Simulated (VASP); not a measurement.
All values below come from PBEsol GGA, VASP's PBE PAW potentials (set 64) (plane waves; VASP).

Input for VASP

**POSCAR**
```
Ni3Si
6.9182130
  0.4999999926   0.0037499999   0.0000000000
  0.0037499999   0.4999999926   0.0000000000
  0.0000000000   0.0000000000   0.4999999926
Si Ni
1 3
direct
  0.0000000000   0.0000000000   0.0000000000
  0.0000000000   0.5000000000   0.5000000000
  0.5000000000   0.0000000000   0.5000000000
  0.5000000000   0.5000000000   0.0000000000
```

KPOINTS:
```
Automatic mesh
0
G
  8 8 8
```

**INCAR**
```
PREC  =  Accurate
ALGO  =  Normal
LWAVE  =  .FALSE.
LCHARG  =  .FALSE.
SYSTEM  =  Ni3Si
LREAL  =  .FALSE.
ISIF  =  2   ! forces and stress, cell fixed
LMAXMIX  =  4   ! l cut-off of mixed one-centre charges
LASPH  =  .TRUE.
ISMEAR  =  1
NELM  =  100   ! most electronic steps
GGA  =  PS   ! PBEsol
SIGMA  =  0.1
EDIFF  =  1E-7
ENCUT  =  480   ! plane-wave cut-off (eV)
```

POTCAR, in this order: Si Ni (PBE.64 set). Program: vasp_std.

Q: What will the output report for the number of irreducible k-points (NKPTS), number of bands (NBANDS), largest plane-wave count, number of space-group operations, FFT grid (NGX, NGY, NGZ)?

A: 
- number of irreducible k-points (NKPTS): 105
- number of bands (NBANDS): 21
- largest plane-wave count: 1004
- number of space-group operations: 8
- FFT grid (NGX, NGY, NGZ): 28 × 28 × 28

The compound is Ni3Si in the L1_2 structure. This cell was strained or had an atom moved on purpose. The run is not spin-polarised, so no magnetic state was tried.
